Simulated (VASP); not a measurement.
A convergence study with VASP on Pt3Ti (L1_2): one setting is varied, all else stays as given below, so the limit is that of these other settings. Each run relaxes cell and ions from the cell shown.

```xyz
4
Lattice="3.9200 0.0000 0.0000 0.0000 3.9200 0.0000 0.0000 0.0000 3.9200" Properties=species:S:1:pos:R:3 pbc="T T T"
Ti     0.0000     0.0000     0.0000
Pt     0.0000     1.9600     1.9600
Pt     1.9600     0.0000     1.9600
Pt     1.9600     1.9600     0.0000
```

These are PBE GGA, VASP's PBE PAW potentials (set 64) (plane waves; VASP 6.6.1) values and carry that method's errors. The tightest run used: 550 eV cut-off, 12×12×12 Γ-centred mesh, first-order Methfessel-Paxton smearing of 0.10 eV, potentials Ti_sv Pt.

### Question
The settings run are 2×2×2 mesh; 3×3×3 mesh; 4×4×4 mesh; 5×5×5 mesh; 6×6×6 mesh; 8×8×8 mesh; 9×9×9 mesh; 10×10×10 mesh; 11×11×11 mesh; 12×12×12 mesh. From which on does the relaxed volume stay within 0.05 Å³/atom of the tightest run?

### Answer
From 4×4×4 mesh on: it is off by 0.020 there and by no more than 0.05 in any finer run, while 3×3×3 mesh is off by 0.123.
```csv
setting,relaxed volume (Å³/atom),E (eV/atom),irreducible k-points,difference judged (Å³/atom)
2×2×2 mesh,15.434,-7.1512,4,0.076
3×3×3 mesh,15.481,-7.3515,4,0.123
4×4×4 mesh,15.338,-7.3889,10,0.020
5×5×5 mesh,15.356,-7.3843,10,0.002
6×6×6 mesh,15.358,-7.3863,20,0.000
8×8×8 mesh,15.364,-7.3873,35,0.006
9×9×9 mesh,15.361,-7.3883,35,0.003
10×10×10 mesh,15.360,-7.3889,56,0.002
11×11×11 mesh,15.359,-7.3886,56,0.001
12×12×12 mesh,15.358,-7.3881,84,0.000
```

Left out are rungs that failed or repeat a setting and relaxations that didn't move; long series are thinned to 24 rows.

The compound is Pt3Ti in the L1_2 structure.
